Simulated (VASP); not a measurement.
# Ta3W (Fm-3m) in VASP: single point with LDA

Aim: the single point of Ta3W with LDA.

Program: VASP 6.6.1. These are calculated values, not measurements. Logs are shortened: lines on timing, memory, paths and dates and some standing lists are left out, and cuts for length are marked.

## (1) The structure

The structure is cubic, space group Fm-3m (No. 225). The conventional cell has a = 6.534 Å, b = 6.534 Å, c = 6.534 Å, α = 90.00°, β = 90.00°, γ = 90.00°. Around Ta (site symmetry -43m) lie 4 Ta at 2.83 Å and 4 W at 2.83 Å. Ta (site symmetry m-3m) has 8 Ta at 2.83 Å as nearest neighbours. W (site symmetry m-3m) is surrounded by 8 Ta at 2.83 Å.

The cell comes from a database or a generator and needn't be the stable form of this composition.

## (2) Single point, LDA

INCAR

```
PREC = Accurate
ENCUT = 520
EDIFF = 1E-6
ISMEAR = 0
SIGMA = 0.2
LREAL = F
LASPH = T
NELM = 100
ALGO = Normal
ISIF = 2
LWAVE = F
LCHARG = F
GGA = CA
NBANDS = 32
```

KPOINTS

```
regular mesh
0
Gamma
  4 4 4
```

POSCAR

```
Ta3W
1.0
    0.0000000000      3.2671732000      3.2671732000
    3.2671732000      0.0000000000      3.2671732000
    3.2671732000      3.2671732000      0.0000000000
Ta W
3 1
Direct
    0.2500000000      0.2500000000      0.2500000000
    0.7500000000      0.7500000000      0.7500000000
    0.5000000000      0.5000000000      0.5000000000
    0.0000000000      0.0000000000      0.0000000000
```

Potentials or basis: VASP PAW LDA potentials, release 64 (Ta_pv, W_sv).

On the command line:

```bash
$ cat potpaw_LDA.64/Ta_pv/POTCAR potpaw_LDA.64/W_sv/POTCAR > POTCAR
$ mpirun -np 1 vasp_std > vasp.out
```

OUTCAR:

```text
PREC = Accurate
   ENCUT = 520
   EDIFF = 1E-6
   ISMEAR = 0
   LREAL = F
   LASPH = T
   NELM = 100
   ISIF = 2
   GGA = CA

 ion  position               nearest neighbor table
   1  0.250  0.250  0.250-   4 2.83   4 2.83   4 2.83   3 2.83   4 2.83   3 2.83   3 2.83   3 2.83
                             2 3.27   2 3.27   2 3.27   2 3.27   2 3.27   2 3.27
   2  0.750  0.750  0.750-   3 2.83   3 2.83   3 2.83   3 2.83   4 2.83   4 2.83   4 2.83   4 2.83
                             1 3.27   1 3.27   1 3.27   1 3.27   1 3.27   1 3.27
   3  0.500  0.500  0.500-   1 2.83   1 2.83   1 2.83   1 2.83   2 2.83   2 2.83   2 2.83   2 2.83
                             4 3.27   4 3.27   4 3.27   4 3.27   4 3.27   4 3.27
   4  0.000  0.000  0.000-   2 2.83   2 2.83   2 2.83   1 2.83   2 2.83   1 2.83   1 2.83   1 2.83
                             3 3.27   3 3.27   3 3.27   3 3.27   3 3.27   3 3.27

  LATTYP: Found a face centered cubic cell.
 ALAT       =     6.5343464000

  Lattice vectors:

 A1 = (   0.0000000000,   3.2671732000,   3.2671732000)
 A2 = (   3.2671732000,   0.0000000000,   3.2671732000)
 A3 = (   3.2671732000,   3.2671732000,   0.0000000000)

Analysis of symmetry for initial positions (statically):
=====================================================================
 Subroutine PRICEL returns:
 Original cell was already a primitive cell.

 Routine SETGRP: Setting up the symmetry group for a
 face centered cubic supercell.

 Subroutine GETGRP returns: Found 48 space group operations
 (whereof 48 operations were pure point group operations)
 out of a pool of 48 trial point group operations.

The static configuration has the point symmetry O_h .

Analysis of symmetry for dynamics (positions and initial velocities):
=====================================================================
 Subroutine PRICEL returns:
 Original cell was already a primitive cell.

 Routine SETGRP: Setting up the symmetry group for a
 face centered cubic supercell.

 Subroutine GETGRP returns: Found 48 space group operations
 (whereof 48 operations were pure point group operations)
 out of a pool of 48 trial point group operations.

The dynamic configuration has the point symmetry O_h .

 Subroutine INISYM returns: Found 48 space group operations
 (whereof 48 operations are pure point group operations),
 and found     1 'primitive' translations

----------------------------------------------------------------------------------------

                                     Primitive cell

  volume of cell :      69.7504

  direct lattice vectors                    reciprocal lattice vectors
     0.000000000  3.267173200  3.267173200    -0.153037494  0.153037494  0.153037494
     3.267173200  0.000000000  3.267173200     0.153037494 -0.153037494  0.153037494
     3.267173200  3.267173200  0.000000000     0.153037494  0.153037494 -0.153037494

  length of vectors
     4.620480650  4.620480650  4.620480650     0.265068716  0.265068716  0.265068716

  position of ions in fractional coordinates (direct lattice)
     0.250000000  0.250000000  0.250000000
     0.750000000  0.750000000  0.750000000
     0.500000000  0.500000000  0.500000000
     0.000000000  0.000000000  0.000000000

  ion indices of the primitive-cell ions
   primitive index   ion index
                 1           1
                 2           2
                 3           3
                 4           4

----------------------------------------------------------------------------------------

 KPOINTS: regular mesh

Automatic generation of k-mesh.
 Grid dimensions read from file:
 generate k-points for:    4    4    4

 Generating k-lattice:

  Cartesian coordinates                     Fractional coordinates (reciprocal lattice)
    -0.038259374  0.038259374  0.038259374     0.250000000  0.000000000  0.000000000
     0.038259374 -0.038259374  0.038259374     0.000000000  0.250000000  0.000000000
     0.038259374  0.038259374 -0.038259374     0.000000000  0.000000000  0.250000000

  Length of vectors
     0.066267179  0.066267179  0.066267179

  Shift w.r.t. Gamma in fractional coordinates (k-lattice)
     0.000000000  0.000000000  0.000000000

 Subroutine IBZKPT returns following result:
 ===========================================

 Found      8 irreducible k-points:

 Following reciprocal coordinates:
            Coordinates               Weight
  0.000000  0.000000  0.000000      1.000000
  0.250000  0.000000  0.000000      8.000000
  0.500000  0.000000  0.000000      4.000000
  0.250000  0.250000  0.000000      6.000000
  0.500000  0.250000  0.000000     24.000000
 -0.250000  0.250000  0.000000     12.000000
  0.500000  0.500000  0.000000      3.000000
 -0.250000  0.500000  0.250000      6.000000
   k-points           NKPTS =      8   k-points in BZ     NKDIM =      8   number of bands    NBANDS=     32
   number of dos      NEDOS =    301   number of ions     NIONS =      4
   total plane-waves  NPLWV =  46656
   dimension x,y,z NGX =    36 NGY =   36 NGZ =   36
   dimension x,y,z NGXF=    72 NGYF=   72 NGZF=   72
   ions per type =               3   1
   NGX,Y,Z   is equivalent  to a cutoff of  12.95, 12.95, 12.95 a.u.
   NGXF,Y,Z  is equivalent  to a cutoff of  25.91, 25.91, 25.91 a.u.
 SYSTEM =  unknown system
   PREC   = accura    normal or accurate (medium, high low for compatibility)
   ISTART =      0    job   : 0-new  1-cont  2-samecut
   ICHARG =      2    charge: 1-file 2-atom 10-const
   ISPIN  =      1    spin polarized calculation?
   LNONCOLLINEAR =      F non collinear calculations
   LSORBIT =      F    spin-orbit coupling
   LASPH  =      T    aspherical Exc in radial PAW
   ENCUT  =  520.0 eV  38.22 Ry    6.18 a.u.   8.59  8.59  8.59*2*pi/ulx,y,z
   NELM   =    100;   NELMIN=  2; NELMDL= -5     # of ELM steps
   EDIFF  = 0.1E-05   stopping-criterion for ELM
[... 8 lines left out ...]
   TEBEG  =    0.0;   TEEND  =   0.0 temperature during run
   PSTRESS=    0.0 pullay stress
   NELECT =      47.0000    total number of electrons
   NUPDOWN=      -1.0000    fix difference up-down
   EMIN   =  10.00;   EMAX   =-10.00  energy-range for DOS
   EFERMI =   0.00;   METHOD = LEGACY
   ISMEAR =     0;   SIGMA  =   0.20  broadening in eV -4-tet -1-fermi 0-gaus
   EFERMI_NEDOS =   21; number of points for ismear=-14 and -15
   IALGO  =     38    algorithm
   IMIX   =      4    mixing-type and parameters
     AMIX     =   0.40;   BMIX     =  1.00
     AMIX_MAG =   1.60;   BMIX_MAG =  1.00
  volume/ion in A,a.u.               =      17.44       117.67
  Fermi-wavevector in a.u.,A,eV,Ry     =   1.435243  2.712215 28.026928  2.059921
  Thomas-Fermi vector in A             =   2.554563
   LORBIT       =      0    0 simple, 1 ext, 2 COOP (PROOUT), +10 PAW based schemes
   GGA     = CA    functional components
   LHFCALC =     F    Hartree Fock is set to
   AEXX    =    0.0000 exact exchange contribution
   IVDW    =     0    specifies the selected vdW correction
   LEPSILON=     F    determine dielectric tensor
   LRPA    =     F    only Hartree local field effects (RPA)
 non-spin polarized calculation
 Gauss-broadening in eV      SIGMA  =   0.20
  energy-cutoff  :      520.00
  volume of cell :       69.75
 maximum number of plane-waves:      1893
 NGX is ok and might be reduce to    36
   NGX = 17   NGY = 17   NGZ = 17

 number of electron      47.0000000 magnetization

 Free energy of the ion-electron system (eV)
  ---------------------------------------------------
  ext. energy  EPLUGINS =         0.00000000
  ---------------------------------------------------
  free energy    TOTEN  =       -52.67203179 eV

  energy without entropy =      -52.54749486  energy(sigma->0) =      -52.60976332

 E-fermi :   6.5834     XC(G=0): -13.0480

 val. band max:        6.5121707054   @ k =   0.5000   0.2500   0.0000
 cond. band min:       6.6779853733   @ k =   0.2500   0.2500   0.0000
 fundamental gap:      0.1658146678
 Fermi energy:         6.5833536395

 k-point     1 :       0.0000    0.0000    0.0000
  band No.  band energies     occupation
      1     -66.2630      2.00000
      2     -30.7531      2.00000
      3     -30.7531      2.00000
      4     -30.7531      2.00000
      5     -27.1210      2.00000
      6     -27.1210      2.00000
[... 24 lines left out ...]
     31      11.7083      0.00000
     32      13.1414      0.00000

 k-point     2 :       0.2500    0.0000    0.0000
  band No.  band energies     occupation
      1     -66.2630      2.00000
      2     -30.7570      2.00000
      3     -30.7570      2.00000
      4     -30.7535      2.00000
      5     -27.1964      2.00000
      6     -27.1964      2.00000
[... 24 lines left out ...]
     31      11.2493      0.00000
     32      11.2493      0.00000

 k-point     3 :       0.5000    0.0000    0.0000
  band No.  band energies     occupation
      1     -66.2631      2.00000
      2     -30.7609      2.00000
      3     -30.7609      2.00000
      4     -30.7521      2.00000
      5     -27.2444      2.00000
      6     -27.2444      2.00000
[... 24 lines left out ...]
     31      10.6873      0.00000
     32      11.0723      0.00000

 k-point     4 :       0.2500    0.2500    0.0000
  band No.  band energies     occupation
      1     -66.2630      2.00000
      2     -30.7637      2.00000
      3     -30.7637      2.00000
      4     -30.7455      2.00000
      5     -27.2687      2.00000
      6     -27.2687      2.00000
[... 24 lines left out ...]
     31      10.9237      0.00000
     32      11.2193      0.00000

 k-point     5 :       0.5000    0.2500    0.0000
  band No.  band energies     occupation
      1     -66.2631      2.00000
      2     -30.7678      2.00000
      3     -30.7646      2.00000
      4     -30.7492      2.00000
      5     -27.2915      2.00000
      6     -27.2915      2.00000
[... 24 lines left out ...]
     31      10.9116      0.00000
     32      11.0506      0.00000

 k-point     6 :      -0.2500    0.2500    0.0000
  band No.  band energies     occupation
      1     -66.2631      2.00000
      2     -30.7611      2.00000
      3     -30.7602      2.00000
      4     -30.7555      2.00000
      5     -27.2414      2.00000
      6     -27.2286      2.00000
[... 24 lines left out ...]
     31      10.6157      0.00000
     32      10.8620      0.00000

 k-point     7 :       0.5000    0.5000    0.0000
  band No.  band energies     occupation
      1     -66.2631      2.00000
      2     -30.7748      2.00000
      3     -30.7748      2.00000
      4     -30.7404      2.00000
      5     -27.3302      2.00000
      6     -27.3302      2.00000
[... 24 lines left out ...]
     31      10.4114      0.00000
     32      10.8021      0.00000

 k-point     8 :      -0.2500    0.5000    0.2500
  band No.  band energies     occupation
      1     -66.2631      2.00000
      2     -30.7713      2.00000
      3     -30.7573      2.00000
      4     -30.7573      2.00000
      5     -27.3837      2.00000
      6     -27.1581      2.00000
[... 24 lines left out ...]
     31      11.4111      0.00000
     32      11.9337      0.00000

------------------------ aborting loop because EDIFF is reached ----------------------------------------

  FORCE on cell =-STRESS in cart. coord.  units (eV):
  Direction    XX          YY          ZZ          XY          YZ          ZX
  --------------------------------------------------------------------------------------
  -------------------------------------------------------------------------------------
  Total       -3.5999042     -3.5999042     -3.5999042      0.0000000      0.0000000      0.0000000
  in kB      -82.6903919    -82.6903919    -82.6903919      0.0000000      0.0000000      0.0000000
  external PRESSURE =     -82.6903919 kB  Pullay stress =       0.0000000 kB

 VOLUME and BASIS-vectors are now :
 -----------------------------------------------------------------------------
  energy-cutoff  :      520.00
  volume of cell :       69.75
      direct lattice vectors                 reciprocal lattice vectors
     0.000000000  3.267173200  3.267173200    -0.153037494  0.153037494  0.153037494
     3.267173200  0.000000000  3.267173200     0.153037494 -0.153037494  0.153037494
     3.267173200  3.267173200  0.000000000     0.153037494  0.153037494 -0.153037494

 POSITION                                       TOTAL-FORCE (eV/Angst)
 -----------------------------------------------------------------------------------
      1.63359      1.63359      1.63359        -0.000000     -0.000000     -0.000000
      4.90076      4.90076      4.90076         0.000000      0.000000      0.000000
      3.26717      3.26717      3.26717         0.000000     -0.000000      0.000000
      0.00000      0.00000      0.00000         0.000000     -0.000000      0.000000
 -----------------------------------------------------------------------------------
    total drift:                                0.000000      0.000000      0.000000

  FREE ENERGIE OF THE ION-ELECTRON SYSTEM (eV)
  ---------------------------------------------------
  free  energy   TOTEN  =       -52.6720317854 eV

  energy  without entropy=      -52.5474948589  energy(sigma->0) =      -52.60976332
```

Run time: 17 s. Hardware: 1 thread of Intel Xeon Platinum 8488C (Sapphire Rapids), shared host; peak memory 0.17 GiB.

Results:

- Free energy: -52.6720 eV
- Pressure: -8.3 GPa
- Band gap on the k mesh: none (metal or under the smearing width)

Levels at points of the mesh, in eV from the Fermi level:
| k point | band 22 | band 23 | band 24 | band 25 | band 26 | band 27 |
| --- | --- | --- | --- | --- | --- | --- |
| (0.00, 0.00, 0.00) | -1.37 | 0.39 | 0.39 | 0.39 | 3.42 | 3.42 |
| (0.50, 0.00, 0.00) | -1.52 | -1.52 | -1.15 | -1.15 | 3.41 | 3.41 |
| (0.50, 0.50, 0.00) | 0.78 | 0.78 | 1.17 | 1.17 | 1.74 | 1.74 |

Caveat: the k mesh is coarse (spacing up to 0.42 Å⁻¹), so the values aren't converged. The run has no spin-orbit coupling, so splittings on Ta, W are missing.
